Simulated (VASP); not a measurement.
Set up this calculation in VASP 6.6.1, as the native input.

* Task: relaxation of cell and atoms
* Functional: PBE
* Potentials or basis: VASP PAW PBE potentials, release 64 (Be, Te, Se)
* Cutoff: 520 eV
* k mesh: 4 × 4 × 2
* Occupations: gaussian, width 0.15 eV
* Spin: no spin polarisation
* Further INCAR settings: PREC = Normal; ALGO = Fast; EDIFF = 0.0001; IBRION = 2; EDIFFG = -0.08; NSW = 24; ISIF = 3

The structure of Be3Te2Se lies in POSCAR:

```
Be3Te2Se
1.0
    4.6048592700      0.0000000000      0.0000000000
   -2.3024296300      3.9879251100      0.0000000000
    0.0000000000      0.0000000000      7.5757153100
Be Te Se
3 2 1
Direct
    0.3333333300      0.6666666700      0.5000000000
    0.6666666700      0.3333333300      0.5000000000
    0.0000000000      0.0000000000      0.5000000000
    0.0000000000      0.0000000000      0.2641632300
    0.0000000000      0.0000000000      0.7358367700
    0.0000000000      0.0000000000      0.0000000000
```

The cell was built by a generator and needn't be a form met in nature.

The input as run:

INCAR

```
SYSTEM = Be3Te2Se
ALGO     = Fast           ! electronic algorithm
EDIFF    = 1E-4           ! SCF threshold, eV
EDIFFG   = -0.08          ! ionic threshold
ENCUT    = 520            ! plane-wave cutoff, eV
GGA      = PE             ! functional
IBRION   = 2              ! ionic algorithm
ISIF     = 3              ! what is computed and relaxed
ISMEAR   = 0              ! smearing method
KPAR     = 2            
LASPH    = .True.         ! aspherical terms in the spheres
LCHARG   = .False.        ! write CHGCAR
LREAL    = .False.        ! projectors in reciprocal space
LWAVE    = .False.        ! write WAVECAR
NELM     = 60             ! most SCF steps
NSW      = 24             ! ionic steps
PREC     = Normal         ! precision mode
SIGMA    = 0.15           ! smearing width, eV
```

KPOINTS

```
k-points
0
Gamma
  4 4 2
  0 0 0
```

Potentials or basis: VASP PAW PBE potentials, release 64 (Be, Te, Se).

Launch:

```sh
$ cat potpaw_PBE.64/Be/POTCAR potpaw_PBE.64/Te/POTCAR potpaw_PBE.64/Se/POTCAR > POTCAR
$ mpirun -np 2 vasp_std > vasp.out
```

Results of the run:

```
Relaxed volume                         : 20.22 Å³/atom
Relaxed cell                           : a = 3.611 Å, b = 3.611 Å, c = 10.740 Å, α = 90.00°, β = 90.00°, γ = 120.00°
Space group after relaxing (to 0.05 Å) : P6/mmm (No. 191)
Energy gained by relaxing              : 2646.3 meV/atom
Ionic steps                            : 21
Pressure after relaxing                : -0.4 GPa
Largest force after relaxing           : 0.024 eV/Å
Band gap on the k mesh                 : none (metal or under the smearing width)
```

Caveat: the k mesh is coarse (spacing up to 0.41 Å⁻¹), so the values aren't converged; the relaxation stopped at a loose force limit of 0.08 eV/Å, so its end isn't a converged minimum.

Run time: 110 s on 2 MPI ranks on Intel(R) Xeon(R) Platinum 8559C (Emerald Rapids) (shared host), peak memory 0.18 GiB a rank.
